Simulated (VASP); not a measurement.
Level of theory: LDA (Ceperley-Alder, Perdew-Zunger), VASP's LDA PAW potentials (set 64) (plane waves; VASP 6.6.1).

VASP ran on this input.

KPOINTS:
```
K-points
0
gamma
  16 16 9
0 0 0
```

**INCAR**
```
! general
SYSTEM   =  Os
PREC     =  Accurate
ENCUT    =  500   ! plane-wave cut-off (eV)
LREAL    =  F   ! projection in real space or not
LASPH    =  T   ! aspherical one-centre terms

! electronic loop
EDIFF    =  1E-6
NELM     =  100   ! most electronic steps
ALGO     =  Normal   ! blocked Davidson
LMAXMIX  =  6   ! l cut-off of mixed one-centre charges

! smearing
ISMEAR   =  1   ! Methfessel-Paxton
SIGMA    =  0.1

! ions
IBRION   =  2   ! conjugate gradients
NSW      =  40
ISIF     =  3
EDIFFG   =  -0.02   ! ionic stop
PSTRESS  =  200   ! kbar

! output
LWAVE    =  F
LCHARG   =  F
```

POSCAR:
```
Os
1
    1.3396667788    -2.3203705488    -0.0000000000
    1.3396667788     2.3203705488    -0.0000000000
    0.0000000000    -0.0000000000     4.2418329532
Os
2
Direct
  0.3333330000   0.6666670000   0.2500000000
  0.6666670000   0.3333330000   0.7500000000
```

POTCAR, in this order: Os (LDA.64 set). Program: vasp_std.

Output of the run:

OSZICAR:
```
       N       E                     dE             d eps       ncg     rms          rms(c)
DAV:   1     0.100386209079E+03    0.10039E+03   -0.76018E+03  3600   0.125E+03
DAV:   2    -0.200815558833E+02   -0.12047E+03   -0.10855E+03  3808   0.393E+02
DAV:   3    -0.266203754321E+02   -0.65388E+01   -0.60859E+01  4320   0.760E+01
DAV:   4    -0.267783602011E+02   -0.15798E+00   -0.15694E+00  3796   0.115E+01
DAV:   5    -0.267798541766E+02   -0.14940E-02   -0.14937E-02  4192   0.976E-01    0.373E+01
DAV:   6    -0.256078604986E+02    0.11720E+01   -0.11806E+00  3892   0.102E+01    0.174E+01
DAV:   7    -0.252561367602E+02    0.35172E+00   -0.82415E-01  4036   0.836E+00    0.907E-01
DAV:   8    -0.252478181105E+02    0.83186E-02   -0.86426E-03  3668   0.804E-01    0.373E-01
DAV:   9    -0.252460631834E+02    0.17549E-02   -0.17934E-03  3912   0.478E-01    0.591E-02
DAV:  10    -0.252460754832E+02   -0.12300E-04   -0.25741E-05  4128   0.439E-02    0.107E-02
DAV:  11    -0.252460675552E+02    0.79280E-05   -0.24319E-06  3064   0.208E-02    0.227E-03
DAV:  12    -0.252460675000E+02    0.55246E-07   -0.19194E-07  1896   0.410E-03
   1 F= -.21954088E+02 E0= -.21954135E+02  d E =-.219541E+02
       N       E                     dE             d eps       ncg     rms          rms(c)
DAV:   1    -0.252468232953E+02   -0.75574E-03   -0.21472E-02  3668   0.130E+00    0.814E-02
DAV:   2    -0.252466172388E+02    0.20606E-03   -0.24826E-04  4336   0.209E-01    0.433E-02
DAV:   3    -0.252465535512E+02    0.63688E-04   -0.11930E-04  3912   0.938E-02    0.108E-02
DAV:   4    -0.252465538683E+02   -0.31715E-06   -0.70333E-06  3644   0.348E-02
   2 F= -.21953982E+02 E0= -.21954048E+02  d E =0.106353E-03
       N       E                     dE             d eps       ncg     rms          rms(c)
DAV:   1    -0.252464089151E+02    0.14464E-03   -0.10263E-02  3668   0.895E-01    0.563E-02
DAV:   2    -0.252463095032E+02    0.99412E-04   -0.11945E-04  4320   0.145E-01    0.301E-02
DAV:   3    -0.252462788034E+02    0.30700E-04   -0.57233E-05  3896   0.650E-02    0.754E-03
DAV:   4    -0.252462789488E+02   -0.14541E-06   -0.33740E-06  3316   0.242E-02
   3 F= -.21954114E+02 E0= -.21954166E+02  d E =-.263295E-04
```

OUTCAR:
```
------------------------ aborting loop because EDIFF is reached ----------------------------------------
  FORCE on cell =-STRESS in cart. coord.  units (eV):
  Direction    XX          YY          ZZ          XY          YZ          ZX
  --------------------------------------------------------------------------------------
  Total        3.2929117      3.2929106      3.2954771      0.0000000     -0.0000000     -0.0000000
  in kB      200.0453936    200.0453253    200.2012413      0.0000000     -0.0000000     -0.0000000
  external PRESSURE =       0.0973201 kB  Pullay stress =     200.0000000 kB
  volume of cell :       26.37
      direct lattice vectors                 reciprocal lattice vectors
     1.340035218 -2.321008685  0.000000000     0.373124522 -0.215423580  0.000000000
     1.340035218  2.321008685  0.000000000     0.373124522  0.215423580 -0.000000000
     0.000000000  0.000000000  4.239739150     0.000000000  0.000000000  0.235863567
 POSITION                                       TOTAL-FORCE (eV/Angst)
 -----------------------------------------------------------------------------------
      1.34004      0.77367      1.05993         0.000000      0.000000      0.000000
      1.34004     -0.77367      3.17980        -0.000000     -0.000000      0.000000
 -----------------------------------------------------------------------------------
    total drift:                               -0.000000      0.000018     -0.000020
  FREE ENERGIE OF THE ION-ELECTRON SYSTEM (eV)
  ---------------------------------------------------
  free  energy   TOTEN  =       -25.2462789488 eV

  energy  without entropy=      -25.2464342187  energy(sigma->0) =      -25.24633071
  enthalpy is  TOTEN    =       -21.9541144744 eV   P V=        3.2921644744

 reached required accuracy - stopping structural energy minimisation
```
(Selected blocks of OUTCAR.)

File CONTCAR:
```
Os
   1.00000000000000
     1.3400352175944663   -2.3210086846313920    0.0000000000000000
     1.3400352175944663    2.3210086846313920    0.0000000000000000
     0.0000000000000000    0.0000000000000000    4.2397391504837376
  Os
     2
Direct
     0.3333330000000032    0.6666669999999968    0.2500000000000000
     0.6666669999999968    0.3333330000000032    0.7500000000000000
```

OUTCAR:
```
 val. band max:       10.3461236054   @ k =   0.3125  -0.0000   0.0000

 cond. band min:      10.3985344701   @ k =   0.3125  -0.0000   0.1111


 Fermi energy:        10.3511056837

 k-point     1 :       0.0000    0.0000    0.0000
  band No.  band energies     occupation
      1      -1.0766      2.00000
      2       1.9809      2.00000
      3       6.9752      2.00000
      4       6.9752      2.00000
      5       7.2367      2.00000
      6       7.8967      2.00000
      7       7.8968      2.00000
      8       8.6296      2.00000
      9       8.6296      2.00000
     10      10.4826     -0.06871
     11      12.1617     -0.00000
     12      12.1618     -0.00000

 k-point     2 :       0.0625    0.0000    0.0000
  band No.  band energies     occupation
      1      -0.9063      2.00000
      2       2.1328      2.00000
      3       6.6060      2.00000
      4       7.1270      2.00000
      5       7.5578      2.00000
      6       7.7937      2.00000
      7       8.0393      2.00000
      8       8.4148      2.00000
      9       8.5041      2.00000
     10       9.6902      2.00000
     11      12.2520     -0.00000
     12      13.2067      0.00000

 k-point     3 :       0.1250    0.0000    0.0000
  band No.  band energies     occupation
      1      -0.4151      2.00000
      2       2.5472      2.00000
      3       6.0896      2.00000
      4       7.4869      2.00000
      5       7.5750      2.00000
      6       7.5885      2.00000
      7       8.0557      2.00000
      8       8.1821      2.00000
      9       8.4585      2.00000
     10       8.9607      2.00000
     11      12.4715      0.00000
     12      14.8890      0.00000

 k-point     4 :       0.1875    0.0000    0.0000
  band No.  band energies     occupation
      1       0.3324      2.00000
      2       3.0596      2.00000
      3       5.6625      2.00000
      4       6.4465      2.00000
      5       7.1678      2.00000
      6       7.7684      2.00000
...
```

Unless said otherwise, spin-orbit coupling is left out, though it shifts the bands of the heavy elements here.

The compound is Os in the hcp structure. This run relaxes it under an external pressure of 20 GPa. Symmetry was kept, so distortions that lower it aren't found.
